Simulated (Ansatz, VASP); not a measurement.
**Ga2O3: VASP beside Ansatz**

One calculation is typed for both programs; each brings its own data sets. How far apart do they land? The cell is taken from a series of runs on this material, whose earlier steps may have relaxed, scaled, displaced or heated it; both programs get it as it stands.

Method: plane waves, with VASP 6.6.1 beside it; dielectric response at PBE, in Ansatz 0.2.0.

## (1) The starting structure

The structure is trigonal, space group R-3c (No. 167). Conventional cell: a = 4.997 Å, b = 4.997 Å, c = 13.451 Å, α = 90.00°, β = 90.00°, γ = 120.00°. Nearest to Ga lie 6 O at 1.93 to 2.08 Å. Nearest to O lie 4 Ga at 1.93 to 2.08 Å. Farther neighbours and most contacts between anions are not listed.

Structure file:

```xyz
10
Lattice="2.4987 1.4426 4.4835 -2.4987 1.4426 4.4835 0.0000 -2.8852 4.4835" Properties=species:S:1:pos:R:3 pbc="T T T"
Ga    0.0000    0.0000   11.5082
Ga    0.0000    0.0000    8.6678
Ga    0.0000    0.0000    1.9425
Ga    0.0000    0.0000    4.7829
O     0.7575    1.5732    5.6044
O     0.9837   -1.4426    5.6044
O    -1.7412   -0.1306    5.6044
O    -0.7575   -1.5732    7.8462
O     1.7412    0.1306    7.8462
O    -0.9837    1.4426    7.8462
```

## (2) VASP: dielectric response, PBE

The response to a field tests empty states and converges slowly with the mesh.

Lines of VASP's logs that name or quote its potential files are left out, and so is its time.

INCAR reads:

```
SYSTEM = Ga2O3
PREC = Accurate
ENCUT = 520
EDIFF = 1E-08
NELM = 120
ISMEAR = 0
SIGMA = 0.01
LREAL = .FALSE.
ALGO = Normal
GGA = PE
NBANDS = 54
LORBIT = 11
LWAVE = .FALSE.
LCHARG = .FALSE.
ISIF = 2
LEPSILON = .TRUE.
LASPH = .TRUE.
GGA_COMPAT = .FALSE.
EFERMI = MIDGAP
KPAR = 2
```

POSCAR reads:

```
Ga2O3
1.0
    2.4986991939      1.4426246522      4.4835497685
   -2.4986991939      1.4426246522      4.4835497685
    0.0000000000     -2.8852493044      4.4835497685
Ga O
4 6
Direct
    0.8555855800      0.8555855800      0.8555855800
    0.6444144200      0.6444144200      0.6444144200
    0.1444144200      0.1444144200      0.1444144200
    0.3555855800      0.3555855800      0.3555855800
    0.7500000000      0.4468328200      0.0531671800
    0.4468328200      0.0531671800      0.7500000000
    0.0531671800      0.7500000000      0.4468328200
    0.2500000000      0.5531671800      0.9468328200
    0.9468328200      0.2500000000      0.5531671800
    0.5531671800      0.9468328200      0.2500000000
```

KPOINTS reads:

```
Automatic mesh
0
Gamma
6 6 6
0 0 0
```

Potentials, in the order of the species: Ga_d and O (PBE family, release 64).

Started as:

```console
$ mpirun -np 2 vasp_std
```

Numbers of over 12 decimals in the logs are rounded to 6 here.

Log:

```text
[banner, memory and clock lines left out]
running    2 mpi-ranks, on    1 nodes
 distrk:  each k-point on    1 cores,    2 groups
 distr:  one band on    1 cores,    1 groups

 POSCAR found type information on POSCAR GaO
 POSCAR found :  2 types and      10 ions
 LDA part: xc-table for (Slater+PW92), standard interpolation
 POSCAR, INCAR and KPOINTS ok, starting setup
 FFT: planning ... GRIDC
 FFT: planning ... GRID_SOFT
 FFT: planning ... GRID
 WAVECAR not read
 entering main loop
       N       E                     dE             d eps       ncg     rms          rms(c)
DAV:   1     0.123226710485E+04    0.12323E+04   -0.39657E+04  4108   0.308E+03
DAV:   2     0.204660134566E+03   -0.10276E+04   -0.96859E+03  3552   0.825E+02
DAV:   3    -0.460495367746E+02   -0.25071E+03   -0.24338E+03  3922   0.265E+02
DAV:   4    -0.670989208465E+02   -0.21049E+02   -0.20815E+02  4394   0.821E+01
DAV:   5    -0.678796609139E+02   -0.78074E+00   -0.77910E+00  4488   0.164E+01    0.172E+01
DAV:   6    -0.591619021859E+02    0.87178E+01   -0.30105E+01  6236   0.610E+01    0.460E+00
DAV:   7    -0.593213125498E+02   -0.15941E+00   -0.29825E+00  3848   0.970E+00    0.323E+00
DAV:   8    -0.593074492378E+02    0.13863E-01   -0.46523E-01  5280   0.571E+00    0.124E+00
DAV:   9    -0.592775757135E+02    0.29874E-01   -0.18701E-01  5532   0.492E+00    0.218E-01
DAV:  10    -0.592781981532E+02   -0.62244E-03   -0.12492E-02  5096   0.106E+00    0.549E-02
DAV:  11    -0.592783736967E+02   -0.17554E-03   -0.14708E-03  4020   0.403E-01    0.168E-02
DAV:  12    -0.592783901644E+02   -0.16468E-04   -0.21142E-04  4252   0.154E-01    0.107E-02
DAV:  13    -0.592783931824E+02   -0.30180E-05   -0.30017E-05  4520   0.371E-02    0.635E-03
DAV:  14    -0.592783923796E+02    0.80281E-06   -0.40186E-06  5480   0.145E-02    0.119E-03
DAV:  15    -0.592783921633E+02    0.21625E-06   -0.31634E-07  4754   0.511E-03    0.667E-04
DAV:  16    -0.592783922878E+02   -0.12449E-06   -0.50097E-08  3864   0.223E-03    0.477E-04
DAV:  17    -0.592783923373E+02   -0.49473E-07   -0.19835E-08  2682   0.144E-03    0.197E-04
DAV:  18    -0.592783923533E+02   -0.16020E-07   -0.46660E-09  2220   0.382E-04    0.571E-05
DAV:  19    -0.592783923615E+02   -0.82000E-08   -0.10844E-09  2298   0.244E-04
   1 F= -.59278392E+02 E0= -.59278392E+02  d E =0.000000E+00
 Linear response reoptimize wavefunctions to high precision
DAV:   1    -0.592783923588E+02    0.26648E-08   -0.57677E-10  2226   0.146E-04
DAV:   2    -0.592783923588E+02    0.54570E-11   -0.22192E-10  2256   0.102E-04
 Linear response G [H, r] |phi>, progress :
  Direction:   1
       N       E                     dE             d eps       ncg     rms
RMM:   1    -0.232095447522E+03   -0.23210E+03    0.11274E+02  5123   0.344E+02
RMM:   2    -0.232799840567E+03   -0.70439E+00   -0.58211E+02  6174   0.846E+01
RMM:   3    -0.240030480538E+03   -0.72306E+01   -0.30438E+01  6858   0.256E+01
RMM:   4    -0.240598251380E+03   -0.56777E+00   -0.22342E+00  6958   0.639E+00
RMM:   5    -0.240645467099E+03   -0.47216E-01   -0.24365E-01  7217   0.179E+00
RMM:   6    -0.240647787152E+03   -0.23201E-02   -0.28820E-02  7275   0.570E-01
RMM:   7    -0.240648592969E+03   -0.80582E-03   -0.60229E-03  7650   0.209E-01
RMM:   8    -0.240648531661E+03    0.61309E-04   -0.72932E-04  7634   0.838E-02
RMM:   9    -0.240648583203E+03   -0.51543E-04   -0.45266E-04  7801   0.393E-02
RMM:  10    -0.240648577163E+03    0.60402E-05   -0.26858E-04  7753   0.232E-02
RMM:  11    -0.240648583690E+03   -0.65269E-05   -0.30867E-04  7840   0.179E-02
RMM:  12    -0.240648603704E+03   -0.20014E-04   -0.50249E-04  7759   0.160E-02
RMM:  13    -0.240648560169E+03    0.43535E-04   -0.76721E-05  7730   0.155E-02
RMM:  14    -0.240648618592E+03   -0.58423E-04   -0.65342E-04  7662   0.153E-02
RMM:  15    -0.240648603324E+03    0.15268E-04   -0.52165E-04  7699   0.153E-02
 Linear response G [H, r] |phi>, progress :
  Direction:   2
       N       E                     dE             d eps       ncg     rms
RMM:   1    -0.234640067991E+03   -0.23464E+03    0.95478E+01  5048   0.343E+02
RMM:   2    -0.235395523145E+03   -0.75546E+00   -0.54694E+02  6224   0.826E+01
RMM:   3    -0.242114588098E+03   -0.67191E+01   -0.29772E+01  6880   0.249E+01
RMM:   4    -0.242633254166E+03   -0.51867E+00   -0.23367E+00  6935   0.618E+00
RMM:   5    -0.242655732340E+03   -0.22478E-01   -0.22968E-01  7201   0.179E+00
RMM:   6    -0.242659852659E+03   -0.41203E-02   -0.33981E-02  7284   0.582E-01
RMM:   7    -0.242660400413E+03   -0.54775E-03   -0.63585E-03  7547   0.216E-01
RMM:   8    -0.242660320708E+03    0.79706E-04   -0.61556E-04  7500   0.847E-02
RMM:   9    -0.242660340654E+03   -0.19947E-04    0.45341E-05  7710   0.396E-02
RMM:  10    -0.242660358983E+03   -0.18329E-04    0.74375E-06  7628   0.226E-02
RMM:  11    -0.242660347726E+03    0.11257E-04    0.14808E-04  7695   0.167E-02
RMM:  12    -0.242660361759E+03   -0.14033E-04    0.13739E-05  7617   0.146E-02
[...]
RMM:  10    -0.240410499836E+03    0.39238E-04    0.66170E-04  7417   0.202E-02
RMM:  11    -0.240410507156E+03   -0.73204E-05    0.59891E-04  7497   0.152E-02
RMM:  12    -0.240410499896E+03    0.72608E-05    0.64485E-04  7374   0.135E-02
RMM:  13    -0.240410522457E+03   -0.22561E-04    0.43116E-04  7274   0.129E-02
[...]
RMM:  15    -0.926948276264E+00    0.12857E-08   -0.21503E-07  5182   0.473E-04
RMM:  16    -0.926948277685E+00   -0.14215E-08   -0.40087E-07  5205   0.471E-04
 change of polarisation eV/A/(eV/A) component  2 :    -0.084     1.854    -0.146
 dielectric tensor                  component  2 :    -0.158     4.459    -0.273
 Linear response to external field (no local field effect), progress :
  Direction:   3
       N       E                     dE             d eps       ncg     rms          rms(c)
RMM:   1    -0.262152478787E+00   -0.26215E+00    0.37110E+00  4135   0.821E+00
RMM:   2    -0.850911845710E+00   -0.58876E+00   -0.55182E-01  6703   0.223E+00
RMM:   3    -0.878374405243E+00   -0.27463E-01   -0.74974E-02  7034   0.618E-01
RMM:   4    -0.879834185978E+00   -0.14598E-02   -0.45805E-03  7064   0.161E-01
RMM:   5    -0.879929212554E+00   -0.95027E-04   -0.50202E-04  7019   0.546E-02
RMM:   6    -0.879945216310E+00   -0.16004E-04   -0.92586E-05  7035   0.211E-02
RMM:   7    -0.879947711844E+00   -0.24955E-05   -0.18120E-05  7055   0.878E-03
RMM:   8    -0.879948322304E+00   -0.61046E-06   -0.39592E-06  6996   0.374E-03
RMM:   9    -0.879948420159E+00   -0.97855E-07   -0.97114E-07  6620   0.172E-03
RMM:  10    -0.879948451153E+00   -0.30994E-07   -0.46314E-07  6185   0.934E-04
RMM:  11    -0.879948454027E+00   -0.28740E-08   -0.34360E-07  5949   0.646E-04
RMM:  12    -0.879948457356E+00   -0.33285E-08   -0.35513E-07  5495   0.541E-04
RMM:  13    -0.879948462743E+00   -0.53873E-08   -0.40837E-07  5244   0.503E-04
RMM:  14    -0.879948461800E+00    0.94325E-09   -0.37404E-07  5138   0.492E-04
RMM:  15    -0.879948464214E+00   -0.24138E-08   -0.32646E-07  5121   0.487E-04
RMM:  16    -0.879948462758E+00    0.14554E-08   -0.49229E-07  5137   0.486E-04
 change of polarisation eV/A/(eV/A) component  3 :    -0.059    -0.146     1.760
 dielectric tensor                  component  3 :    -0.111    -0.273     4.284
 Linear response to external field, progress :
  Direction:   1
       N       E                     dE             d eps       ncg     rms          rms(c)
RMM:   1    -0.284621477373E+00   -0.28462E+00    0.36944E+00  8796   0.825E+00
RMM:   2    -0.884388776046E+00   -0.59977E+00   -0.46213E-01 14209   0.226E+00    0.147E+00
RMM:   3    -0.908953459570E+00   -0.24565E-01   -0.77366E-02 14492   0.782E-01    0.874E-01
RMM:   4    -0.952796901778E+00   -0.43843E-01   -0.15333E-02 14376   0.600E-01    0.643E-02
RMM:   5    -0.955245544709E+00   -0.24486E-02   -0.14407E-03 14294   0.163E-01    0.417E-02
RMM:   6    -0.957620331266E+00   -0.23748E-02   -0.19417E-04 14590   0.621E-02    0.104E-02
RMM:   7    -0.957628261457E+00   -0.79302E-05   -0.21808E-05 15134   0.177E-02    0.547E-03
RMM:   8    -0.957717431065E+00   -0.89170E-04   -0.33768E-06 14837   0.711E-03    0.155E-03
RMM:   9    -0.957809944548E+00   -0.92513E-04   -0.49080E-07 14667   0.318E-03    0.431E-04
RMM:  10    -0.957801991706E+00    0.79528E-05   -0.50312E-07 15093   0.139E-03    0.191E-04
RMM:  11    -0.957810257730E+00   -0.82660E-05   -0.31354E-07 14952   0.752E-04    0.339E-05
RMM:  12    -0.957810275214E+00   -0.17484E-07   -0.30124E-07 14972   0.547E-04    0.247E-05
RMM:  13    -0.957810522578E+00   -0.24736E-06   -0.21688E-07 12553   0.485E-04    0.561E-06
 change of polarisation eV/A/(eV/A) component  1 :     1.790    -0.044    -0.100
 dielectric tensor                  component  1 :     4.340    -0.082    -0.187
 Linear response to external field, progress :
  Direction:   2
       N       E                     dE             d eps       ncg     rms          rms(c)
RMM:   1    -0.283670056919E+00   -0.28367E+00    0.37039E+00  8768   0.827E+00
RMM:   2    -0.884123960329E+00   -0.60045E+00   -0.47243E-01 14203   0.228E+00    0.147E+00
RMM:   3    -0.908961406972E+00   -0.24837E-01   -0.78123E-02 14491   0.788E-01    0.873E-01
RMM:   4    -0.952631956034E+00   -0.43671E-01   -0.15395E-02 14366   0.601E-01    0.647E-02
RMM:   5    -0.955241861419E+00   -0.26099E-02   -0.14715E-03 14343   0.164E-01    0.423E-02
RMM:   6    -0.957574423774E+00   -0.23326E-02   -0.19865E-04 14582   0.630E-02    0.113E-02
RMM:   7    -0.957635049268E+00   -0.60625E-04   -0.19994E-05 15140   0.183E-02    0.558E-03
RMM:   8    -0.957720673358E+00   -0.85624E-04   -0.33285E-06 14959   0.771E-03    0.100E-03
RMM:   9    -0.957806870096E+00   -0.86197E-04   -0.45168E-10 14810   0.286E-03    0.437E-04
RMM:  10    -0.957805389171E+00    0.14809E-05   -0.17922E-07 15125   0.137E-03    0.199E-04
RMM:  11    -0.957809916973E+00   -0.45278E-05    0.16778E-07 15134   0.735E-04    0.288E-05
RMM:  12    -0.957809904351E+00    0.12622E-07   -0.26209E-07 14677   0.545E-04    0.136E-05
RMM:  13    -0.957809979829E+00   -0.75478E-07    0.38300E-08 12291   0.483E-04    0.328E-06
 change of polarisation eV/A/(eV/A) component  2 :    -0.044     1.790    -0.000
 dielectric tensor                  component  2 :    -0.082     4.340    -0.000
 Linear response to external field, progress :
  Direction:   3
       N       E                     dE             d eps       ncg     rms          rms(c)
RMM:   1    -0.262152478787E+00   -0.26215E+00    0.37110E+00  4135   0.821E+00
RMM:   2    -0.850912357228E+00   -0.58876E+00   -0.55182E-01  6702   0.223E+00    0.142E+00
RMM:   3    -0.875049338485E+00   -0.24137E-01   -0.76483E-02  6849   0.787E-01    0.849E-01
RMM:   4    -0.919326600369E+00   -0.44277E-01   -0.14430E-02  6789   0.588E-01    0.602E-02
RMM:   5    -0.920220484805E+00   -0.89388E-03   -0.13170E-03  7058   0.148E-01    0.367E-02
RMM:   6    -0.922567252114E+00   -0.23468E-02   -0.14613E-04  6812   0.525E-02    0.600E-03
RMM:   7    -0.922440763270E+00    0.12649E-03   -0.21927E-05  6949   0.153E-02    0.297E-03
RMM:   8    -0.922670020674E+00   -0.22926E-03   -0.17932E-06  6520   0.709E-03    0.440E-04
RMM:   9    -0.922667581257E+00    0.24394E-05    0.21190E-07  7183   0.252E-03    0.260E-04
RMM:  10    -0.922680381711E+00   -0.12800E-04    0.12519E-06  6990   0.113E-03    0.790E-05
RMM:  11    -0.922680386905E+00   -0.51940E-08    0.11852E-06  6770   0.708E-04    0.185E-05
RMM:  12    -0.922681200813E+00   -0.81391E-06    0.13481E-06  6653   0.538E-04    0.112E-05
RMM:  13    -0.922681407508E+00   -0.20669E-06    0.53395E-07  5247   0.488E-04    0.272E-06
 change of polarisation eV/A/(eV/A) component  3 :    -0.059    -0.146     1.725
 dielectric tensor                  component  3 :    -0.111    -0.273     4.219
 Born effective charges drift removed
```

OUTCAR, selected parts (step 2):

```text
ion  position               nearest neighbor table
   1  0.856  0.856  0.856-   9 1.93  10 1.93   8 1.93   7 2.08   5 2.08   6 2.08   2 2.84
   2  0.644  0.644  0.644-   8 1.93  10 1.93   9 1.93   7 2.08   5 2.08   6 2.08   1 2.84
   3  0.144  0.144  0.144-   7 1.93   6 1.93   5 1.93   8 2.08   9 2.08  10 2.08   4 2.84
   4  0.356  0.356  0.356-   5 1.93   6 1.93   7 1.93   8 2.08   9 2.08  10 2.08   3 2.84
   5  0.750  0.447  0.053-   4 1.93   3 1.93   1 2.08   2 2.08
   6  0.447  0.053  0.750-   3 1.93   4 1.93   1 2.08   2 2.08
   7  0.053  0.750  0.447-   3 1.93   4 1.93   1 2.08   2 2.08
   8  0.250  0.553  0.947-   2 1.93   1 1.93   3 2.08   4 2.08
   9  0.947  0.250  0.553-   1 1.93   2 1.93   3 2.08   4 2.08
  10  0.553  0.947  0.250-   1 1.93   2 1.93   3 2.08   4 2.08

  LATTYP: Found a trigonal (rhomboedric) cell.
 ALAT       =     5.3316866070
 COS(alpha) =     0.5607328553

 Subroutine GETGRP returns: Found 12 space group operations
 (whereof  6 operations were pure point group operations)

The static configuration has the point symmetry S_6 .
 The point group associated with its full space group is D_3d.

 Found     32 irreducible k-points:

   k-points           NKPTS =     32   k-points in BZ     NKDIM =     32   number of bands    NBANDS=     54

   dimension x,y,z NGX =    40 NGY =   40 NGZ =   40
   dimension x,y,z NGXF=    80 NGYF=   80 NGZF=   80

   ENCUT  =  520.0 eV  38.22 Ry    6.18 a.u.   9.91  9.91  9.91*2*pi/ulx,y,z

   NELECT =      88.0000    total number of electrons

 k-points in reciprocal lattice and weights: Automatic mesh
   0.00000000  0.00000000  0.00000000       0.005
   0.16666667 -0.00000000  0.00000000       0.028
   0.33333333 -0.00000000 -0.00000000       0.028
   0.50000000  0.00000000 -0.00000000       0.014
   0.16666667  0.16666667  0.00000000       0.028
   0.33333333  0.16666667  0.00000000       0.056
   0.50000000  0.16666667 -0.00000000       0.056
  -0.33333333  0.16666667  0.00000000       0.056
  -0.16666667  0.16666667  0.00000000       0.028
[...]
-0.33333333  0.50000000  0.33333333       0.028
   0.50000000  0.50000000  0.50000000       0.005

 average (electrostatic) potential at core
       1 -63.5497       2 -63.5497       3 -63.5497       4 -63.5497       5 -69.0951
       6 -69.0951       7 -69.0951       8 -69.0951       9 -69.0951      10 -69.0951

  Total        5.5844250      5.5844250      5.1560857     -0.0000000      0.0000000     -0.0000000
  in kB       92.2674405     92.2674405     85.1902986     -0.0000000      0.0000000     -0.0000000
  external PRESSURE =      89.9083932 kB  Pullay stress =       0.0000000 kB

  energy-cutoff  :      520.00
  volume of cell :       96.97
      direct lattice vectors                 reciprocal lattice vectors
     2.498699194  1.442624652  4.483549768     0.200104119  0.115530167  0.074345853
    -2.498699194  1.442624652  4.483549768    -0.200104119  0.115530167  0.074345853
     0.000000000 -2.885249304  4.483549768     0.000000000 -0.231060334  0.074345853

 POSITION                                       TOTAL-FORCE (eV/Angst)
 -----------------------------------------------------------------------------------
      0.00000      0.00000     11.50818         0.000000     -0.000000      0.065881
      0.00000      0.00000      8.66779         0.000000      0.000000     -0.065881
      0.00000      0.00000      1.94247         0.000000     -0.000000     -0.065881
      0.00000      0.00000      4.78286         0.000000      0.000000      0.065881
      0.75752      1.57318      5.60444         0.006919     -0.011985      0.000000
      0.98365     -1.44262      5.60444        -0.013839      0.000000      0.000000
     -1.74118     -0.13056      5.60444         0.006919      0.011985      0.000000
     -0.75752     -1.57318      7.84621        -0.006919      0.011985      0.000000
      1.74118      0.13056      7.84621        -0.006919     -0.011985      0.000000
     -0.98365      1.44262      7.84621         0.013839      0.000000      0.000000
 -----------------------------------------------------------------------------------
    total drift:                               -0.000000     -0.000000      0.000000

 MACROSCOPIC STATIC DIELECTRIC TENSOR (including local field effects in DFT)
 ------------------------------------------------------
           4.339740    -0.000000     0.000000
          -0.000000     4.339740    -0.000000
           0.000000    -0.000000     4.218819
 ------------------------------------------------------

 PIEZOELECTRIC TENSOR (including local field effects)  for field in x, y, z        (C/m^2)
          XX          YY          ZZ          XY          YZ          ZX
  --------------------------------------------------------------------------------
  x     0.00000     0.00000     0.00000     0.00000     0.00000     0.00000
  y     0.00000     0.00000     0.00000     0.00000     0.00000     0.00000
  z     0.00000     0.00000     0.00000     0.00000     0.00000     0.00000

 BORN EFFECTIVE CHARGES (including local field effects) (in |e|, cummulative output)
 ---------------------------------------------------------------------------------
 ion    1
    1     3.29686     0.04893     0.00000
    2    -0.04893     3.29686    -0.00000
    3    -0.00000    -0.00000     3.23652
 ion    2
    1     3.29686    -0.04893    -0.00000
    2     0.04893     3.29686     0.00000
    3     0.00000     0.00000     3.23652
 ion    3
    1     3.29686     0.04893     0.00000
    2    -0.04893     3.29686    -0.00000
    3     0.00000     0.00000     3.23652
 ion    4
    1     3.29686    -0.04893    -0.00000
    2     0.04893     3.29686    -0.00000
    3    -0.00000     0.00000     3.23652
 ion    5
    1    -2.14441     0.09267    -0.32044
    2     0.09267    -2.25141    -0.18500
    3    -0.45775    -0.26428    -2.15768
 ion    6
    1    -2.30491     0.00000    -0.00000
    2     0.00000    -2.09091     0.37001
    3     0.00000     0.52857    -2.15768
 ion    7
    1    -2.14441    -0.09267     0.32044
    2    -0.09267    -2.25141    -0.18500
    3     0.45775    -0.26428    -2.15768
 ion    8
    1    -2.14441     0.09267    -0.32044
    2     0.09267    -2.25141    -0.18500
    3    -0.45775    -0.26428    -2.15768
 ion    9
    1    -2.14441    -0.09267     0.32044
    2    -0.09267    -2.25141    -0.18500
    3     0.45775    -0.26428    -2.15768
 ion   10
    1    -2.30491     0.00000    -0.00000
    2     0.00000    -2.09091     0.37001
    3     0.00000     0.52857    -2.15768
```

Energies printed during the response cycles are not total energies of the cell.

[end of part 1 of 2]

[Lines on the potential files, build, host, timing and source positions are cut from VASP's logs without a mark.]

[Logs are printed without paths, hosts, clocks, repeated set-up lines and the standing remarks that a program may print on its own settings, such as how far it seeks lower states.]

[Hosts, paths, dates, database ids (printed as entryN), source tags and the programs' standing remarks are cut or masked in the printed files.]
